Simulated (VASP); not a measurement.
A VASP calculation is set up with these files.

File KPOINTS:
```
Automatic mesh
0
Gamma
20 20 20
0 0 0
```

**POSCAR**
```
V
1
   -1.5453000000     1.5453000000     1.5453000000
    1.5453000000    -1.5453000000     1.5453000000
    1.5453000000     1.5453000000    -1.5453000000
V
1
Direct
  0.0000000000   0.0000000000   0.0000000000
```

### INCAR
```
GGA = PE   # PBE
LCHARG = .False.
ISMEAR = 1
SIGMA = 0.1
LASPH = .True.   # aspherical one-centre terms
PREC = Accurate
LWAVE = .False.
ENCUT = 400   # plane-wave cut-off (eV)
SYSTEM = V
ALGO = Normal
EDIFF = 1E-6   # SCF stop (eV)
LMAXMIX = 4
ISIF = 2
LREAL = .False.   # projection in real space or not
NELM = 100   # most electronic steps
```

POTCAR, in this order: V_sv (PBE.64 set). Program: vasp_std.

Task: Write an equivalent input for Ansatz.

Result: One equivalent input (not run):
Ansatz 0.2 input:
```yaml
crystal:
  lattice:
    - [-1.5453000, 1.5453000, 1.5453000]
    - [1.5453000, -1.5453000, 1.5453000]
    - [1.5453000, 1.5453000, -1.5453000]
  atoms:
    - { symbol: V, position: [0.0000000, 0.0000000, 0.0000000] }
kpoints:
  mp_grid: { grid: [20, 20, 20] }
hamiltonian:
  xc: pbe
  pseudopotentials: { kind: paw }
scf:
  occupations: { method: methfessel_paxton, width: 0.1 }
  max_iter: 100
output: { forces: true, stress: true, eigenvalues: true }
```
The two are equivalent in intent, not identical: each code has its own PAW files, so the cut-off isn't converted (ENCUT is set for VASP's; basis.ecutwfc is left out, and Ansatz then takes the one that its files recommend); Ansatz stops its SCF on the density residual and VASP on the energy change (EDIFF).

The compound is V in the bcc structure. The cell was not relaxed at this level. The run is one of a series of settings (KPOINTS 20×20×20 Γ-centred mesh against the base run), some of them coarse on purpose.
